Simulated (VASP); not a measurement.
A VASP calculation is set up with these files.

### KPOINTS
```
K-points
0
Gamma
 7 7 2
0 0 0
```

### INCAR
```
ALGO = Normal   ! blocked Davidson
ISMEAR = 0   ! Gaussian
PREC = Accurate
EDIFFG = -0.02
EDIFF = 1E-6
NSW = 60
LWAVE = F
ISIF = 3   ! ions, shape and volume
LMAXMIX = 4   ! l cut-off of mixed one-centre charges
LASPH = T   ! aspherical one-centre terms
LCHARG = F
NELM = 100
ENCUT = 520
METAGGA = R2SCAN
LREAL = F
IBRION = 2   ! conjugate gradients
LMIXTAU = T
SIGMA = 0.05   ! width (eV)
SYSTEM = NaTlO
```

File POSCAR:
```
NaTlO
1
    3.4736098625    -0.0000000000    -0.0000000000
   -1.7368049313     3.0082341295     0.0000000000
    0.0000000000     0.0000000000    11.3944270728
Na Tl O
2 2 2
Direct
  0.6666670000   0.3333330000   0.8935094400
  0.3333330000   0.6666670000   0.3935094400
  0.3333330000   0.6666670000   0.1154118000
  0.6666670000   0.3333330000   0.6154118000
  1.0000000000   1.0000000000   0.9910887600
  1.0000000000   0.0000000000   0.4910887600
```

POTCAR, in this order: Na_pv Tl_d O (PBE.64 set). Program: vasp_std.

Task: Translate this r2SCAN calculation to Ansatz.

Result: One equivalent input (not run):
Ansatz 0.2 input:
```yaml
crystal:
  lattice:
    - [3.4736099, 0.0000000, 0.0000000]
    - [-1.7368049, 3.0082341, 0.0000000]
    - [0.0000000, 0.0000000, 11.3944271]
  atoms:
    - { symbol: Na, position: [0.6666670, 0.3333330, 0.8935094] }
    - { symbol: Na, position: [0.3333330, 0.6666670, 0.3935094] }
    - { symbol: Tl, position: [0.3333330, 0.6666670, 0.1154118] }
    - { symbol: Tl, position: [0.6666670, 0.3333330, 0.6154118] }
    - { symbol: O, position: [1.0000000, 1.0000000, 0.9910888] }
    - { symbol: O, position: [1.0000000, 0.0000000, 0.4910888] }
kpoints:
  mp_grid: { grid: [7, 7, 2] }
hamiltonian:
  xc: r2scan
  pseudopotentials: { kind: paw }
scf:
  occupations: { method: gaussian, width: 0.05 }
  max_iter: 100
relax:
  max_steps: 60
  f_tol: 0.02
  cell: {}
output: { forces: true, stress: true, eigenvalues: true }
```
Limits of the translation: each code has its own PAW files, so the cut-off isn't converted (ENCUT is set for VASP's; basis.ecutwfc is left out, and Ansatz then takes the one that its files recommend); Ansatz stops its SCF on the density residual and VASP on the energy change (EDIFF).

The structure comes from a computed database's NaTlO entry (P6_3mc); how it stands against other phases isn't given here. This run relaxes it. Symmetry was kept, so distortions that lower it aren't found. The start is the result of an earlier pass.
